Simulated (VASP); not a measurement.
Output of a VASP run:

File OUTCAR:
```
 ion  position               nearest neighbor table
   1  0.000  0.000  0.000-   2 2.50   2 2.50   2 2.50   2 2.50   2 2.50   2 2.50   2 2.50   2 2.50
  LATTYP: Found a simple cubic cell.
 ALAT       =     2.8814480000
 Subroutine PRICEL returns:
 Original cell was already a primitive cell.
 Subroutine GETGRP returns: Found 48 space group operations
The static configuration has the point symmetry O_h .
The dynamic configuration has the point symmetry O_h .
The overall configuration has the point symmetry O_h .
 Subroutine INISYM returns: Found 48 space group operations
 Subroutine IBZKPT returns following result:
 Found     56 irreducible k-points:

 Following reciprocal coordinates:
            Coordinates               Weight
  0.000000  0.000000  0.000000      1.000000
  0.090909  0.000000  0.000000      6.000000
  0.181818  0.000000  0.000000      6.000000
  0.272727  0.000000  0.000000      6.000000
  0.363636  0.000000  0.000000      6.000000
  0.454545  0.000000  0.000000      6.000000
  0.090909  0.090909  0.000000     12.000000
  0.181818  0.090909  0.000000     24.000000
  0.272727  0.090909  0.000000     24.000000
  0.363636  0.090909  0.000000     24.000000
  0.454545  0.090909  0.000000     24.000000
  0.181818  0.181818  0.000000     12.000000
  0.272727  0.181818  0.000000     24.000000
  0.363636  0.181818  0.000000     24.000000
  0.454545  0.181818  0.000000     24.000000
  0.272727  0.272727  0.000000     12.000000
  0.363636  0.272727  0.000000     24.000000
  0.454545  0.272727  0.000000     24.000000
  0.363636  0.363636  0.000000     12.000000
  0.454545  0.363636  0.000000     24.000000
  0.454545  0.454545  0.000000     12.000000
  0.090909  0.090909  0.090909      8.000000
  0.181818  0.090909  0.090909     24.000000
  0.272727  0.090909  0.090909     24.000000
  0.363636  0.090909  0.090909     24.000000
  0.454545  0.090909  0.090909     24.000000
  0.181818  0.181818  0.090909     24.000000
  0.272727  0.181818  0.090909     48.000000
  0.363636  0.181818  0.090909     48.000000
  0.454545  0.181818  0.090909     48.000000
  0.272727  0.272727  0.090909     24.000000
  0.363636  0.272727  0.090909     48.000000
  0.454545  0.272727  0.090909     48.000000
  0.363636  0.363636  0.090909     24.000000
  0.454545  0.363636  0.090909     48.000000
  0.454545  0.454545  0.090909     24.000000
  0.181818  0.181818  0.181818      8.000000
  0.272727  0.181818  0.181818     24.000000
  0.363636  0.181818  0.181818     24.000000
  0.454545  0.181818  0.181818     24.000000
   k-points           NKPTS =     56   k-points in BZ     NKDIM =     56   number of bands    NBANDS=     17
   number of dos      NEDOS =    301   number of ions     NIONS =      2
   total plane-waves  NPLWV =   8000
   dimension x,y,z NGX =    20 NGY =   20 NGZ =   20
   dimension x,y,z NGXF=    40 NGYF=   40 NGZF=   40
   ions per type =               1   1
   PREC   = accura    normal or accurate (medium, high low for compatibility)
   ISTART =      0    job   : 0-new  1-cont  2-samecut
   ICHARG =      2    charge: 1-file 2-atom 10-const
   ISPIN  =      2    spin polarized calculation?
   LNONCOLLINEAR =      F non collinear calculations
   LSORBIT =      F    spin-orbit coupling
   INIWAV =      1    electr: 0-lowe 1-rand  2-diag
   ENCUT  =  400.0 eV  29.40 Ry    5.42 a.u.   4.70  4.70  4.70*2*pi/ulx,y,z
   NELM   =    100;   NELMIN=  2; NELMDL= -5     # of ELM steps
   EDIFF  = 0.1E-05   stopping-criterion for ELM
   LREAL  =      F    real-space projection
   NLSPLINE    = F    spline interpolate recip. space projectors
   LMAXMIX     =    4 max onsite mixed and CHGCAR
   VOSKOWN=      0    Vosko Wilk Nusair interpolation
   EDIFFG = -.1E-01   stopping-criterion for IOM
   NSW    =     60    number of steps for IOM
   NBLOCK =      1;   KBLOCK =     60    inner block; outer block
   IBRION =      2    ionic relax: 0-MD 1-quasi-New 2-CG
...
```

OSZICAR:
```
...
DAV:   4    -0.287287159312E+02   -0.17021E+00   -0.17009E+00  4463   0.144E+01
DAV:   5    -0.287333744211E+02   -0.46585E-02   -0.46583E-02  4626   0.218E+00    0.132E+01
DAV:   6    -0.293906287704E+02   -0.65725E+00   -0.50094E+01  4022   0.922E+01    0.196E+01
DAV:   7    -0.257597897799E+02    0.36308E+01   -0.11004E+01  3950   0.567E+01    0.414E+00
DAV:   8    -0.257352913048E+02    0.24498E-01   -0.14013E+00  5073   0.147E+01    0.188E+00
DAV:   9    -0.257315123040E+02    0.37790E-02   -0.98988E-02  4366   0.312E+00    0.103E+00
DAV:  10    -0.257281163287E+02    0.33960E-02   -0.30137E-02  4627   0.220E+00    0.350E-01
DAV:  11    -0.257295305187E+02   -0.14142E-02   -0.10438E-02  4673   0.119E+00    0.151E-01
DAV:  12    -0.257301345254E+02   -0.60401E-03   -0.13301E-03  4734   0.460E-01    0.408E-02
DAV:  13    -0.257301640752E+02   -0.29550E-04   -0.70665E-05  4860   0.993E-02    0.290E-02
DAV:  14    -0.257301610690E+02    0.30062E-05   -0.83895E-06  5194   0.423E-02    0.164E-02
DAV:  15    -0.257301568107E+02    0.42583E-05   -0.94847E-06  3553   0.414E-02    0.297E-03
DAV:  16    -0.257301563411E+02    0.46960E-06   -0.52097E-07  2053   0.970E-03
   1 F= -.25730156E+02 E0= -.25729987E+02  d E =-.257302E+02  mag=     0.0000
       N       E                     dE             d eps       ncg     rms          rms(c)
DAV:   1    -0.294585896596E+02   -0.37284E+01   -0.48491E+01  4010   0.152E+02    0.152E+01
DAV:   2    -0.297385463375E+02   -0.27996E+00   -0.54812E+01  3917   0.956E+01    0.164E+01
DAV:   3    -0.261799455966E+02    0.35586E+01   -0.30796E+01  4252   0.603E+01    0.547E+00
DAV:   4    -0.257737081838E+02    0.40624E+00   -0.10368E+00  5219   0.158E+01    0.167E+00
DAV:   5    -0.257398535866E+02    0.33855E-01   -0.64324E-02  5201   0.305E+00    0.492E-01
DAV:   6    -0.257390809494E+02    0.77264E-03   -0.19319E-02  4760   0.203E+00    0.207E-01
DAV:   7    -0.257392161838E+02   -0.13523E-03   -0.96546E-03  4312   0.121E+00    0.131E-01
DAV:   8    -0.257403007771E+02   -0.10846E-02   -0.14449E-03  3959   0.454E-01    0.332E-02
DAV:   9    -0.257403686218E+02   -0.67845E-04   -0.47740E-05  4734   0.665E-02    0.762E-03
DAV:  10    -0.257403642753E+02    0.43465E-05   -0.51687E-06  4083   0.239E-02    0.804E-03
DAV:  11    -0.257403703734E+02   -0.60980E-05   -0.78525E-06  3917   0.360E-02    0.178E-03
DAV:  12    -0.257403711503E+02   -0.77690E-06   -0.69897E-07  2311   0.986E-03
   2 F= -.25740371E+02 E0= -.25740466E+02  d E =-.102148E-01  mag=    -0.0000
       N       E                     dE             d eps       ncg     rms          rms(c)
DAV:   1    -0.266548595548E+02   -0.91449E+00   -0.10352E+01  4080   0.582E+01    0.790E+00
DAV:   2    -0.269914581389E+02   -0.33660E+00   -0.15544E+01  3900   0.518E+01    0.882E+00
DAV:   3    -0.258315635762E+02    0.11599E+01   -0.51482E+00  3966   0.346E+01    0.173E+00
DAV:   4    -0.257759064651E+02    0.55657E-01   -0.16864E-01  4646   0.583E+00    0.777E-01
DAV:   5    -0.257677017680E+02    0.82047E-02   -0.26100E-02  5338   0.262E+00    0.279E-01
DAV:   6    -0.257669928034E+02    0.70896E-03   -0.32837E-03  4850   0.894E-01    0.106E-01
DAV:   7    -0.257672003861E+02   -0.20758E-03   -0.11931E-03  4222   0.345E-01    0.359E-02
DAV:   8    -0.257672470872E+02   -0.46701E-04   -0.18150E-04  4770   0.216E-01    0.141E-02
DAV:   9    -0.257672463338E+02    0.75335E-06   -0.19115E-05  4274   0.559E-02    0.358E-03
DAV:  10    -0.257672459638E+02    0.37005E-06   -0.18276E-06  3446   0.166E-02
   3 F= -.25767246E+02 E0= -.25767209E+02  d E =-.370896E-01  mag=     0.0000
```

### OUTCAR
```
------------------------ aborting loop because EDIFF is reached ----------------------------------------
  FORCE on cell =-STRESS in cart. coord.  units (eV):
  Direction    XX          YY          ZZ          XY          YZ          ZX
  --------------------------------------------------------------------------------------
  Total       -0.0143767     -0.0143767     -0.0143767      0.0000000      0.0000000     -0.0000000
  in kB       -0.9123336     -0.9123336     -0.9123336      0.0000000      0.0000000     -0.0000000
  external PRESSURE =      -0.9123336 kB  Pullay stress =       0.0000000 kB
  volume of cell :       25.25
      direct lattice vectors                 reciprocal lattice vectors
     2.933628125 -0.000000000  0.000000000     0.340874834  0.000000000 -0.000000000
    -0.000000000  2.933628125  0.000000000     0.000000000  0.340874834 -0.000000000
     0.000000000  0.000000000  2.933628125    -0.000000000 -0.000000000  0.340874834
 POSITION                                       TOTAL-FORCE (eV/Angst)
 -----------------------------------------------------------------------------------
      0.00000      0.00000      0.00000         0.000000      0.000000      0.000000
      1.46681      1.46681      1.46681        -0.000000     -0.000000      0.000000
 -----------------------------------------------------------------------------------
    total drift:                               -0.000000      0.000000      0.000000
  FREE ENERGIE OF THE ION-ELECTRON SYSTEM (eV)
  ---------------------------------------------------
  free  energy   TOTEN  =       -25.7672459638 eV

  energy  without entropy=      -25.7671342632  energy(sigma->0) =      -25.76720873

 total charge

# of ion       s       p       d       tot
------------------------------------------
    1        0.416   0.466   8.514   9.396
    2        1.128   1.161  10.097  12.387
--------------------------------------------------
tot          1.544   1.627  18.611  21.783

 magnetization (x)

# of ion       s       p       d       tot
------------------------------------------
    1        0.000  -0.000   0.000   0.000
    2        0.000   0.000  -0.000   0.000
--------------------------------------------------
tot          0.000   0.000   0.000   0.000

 reached required accuracy - stopping structural energy minimisation
```
(Selected blocks of OUTCAR.)

File POSCAR:
```
NiGe
1
    2.8814480000     0.0000000000     0.0000000000
    0.0000000000     2.8814480000     0.0000000000
    0.0000000000     0.0000000000     2.8814480000
Ni Ge
1 1
Direct
  0.0000000000   0.0000000000   0.0000000000
  0.5000000000   0.5000000000   0.5000000000
```

### Question
Reconstruct the remaining input files.

### Answer
This is not unique; one that fits is the input of the run itself, r2SCAN meta-GGA, plane waves, VASP's PBE PAW potentials (set 64).

### INCAR
```
SYSTEM = NiGe
PREC = Accurate; ENCUT = 400; LREAL = .FALSE.
LASPH = .TRUE.
EDIFF = 1E-6; NELM = 100; ALGO = Normal
LMAXMIX = 4; LMIXTAU = .TRUE.
ISMEAR = 1; SIGMA = 0.1
METAGGA = R2SCAN
MAGMOM = 2.0 0.0
ISPIN = 2
IBRION = 2; NSW = 60; ISIF = 3
EDIFFG = -0.01
LWAVE = .FALSE.; LCHARG = .FALSE.; LORBIT = 10
```

KPOINTS:
```
Automatic mesh
0
Gamma
11 11 11
0 0 0
```

POTCAR, in this order: Ni Ge_d (PBE.64 set). Program: vasp_std.

Energy and stress use the plane-wave basis of the starting cell.

The structure was generated: NiGe was put into the CsCl type (Pm-3m), which need not be its known phase. This run relaxes it. Symmetry was kept, so distortions that lower it aren't found.
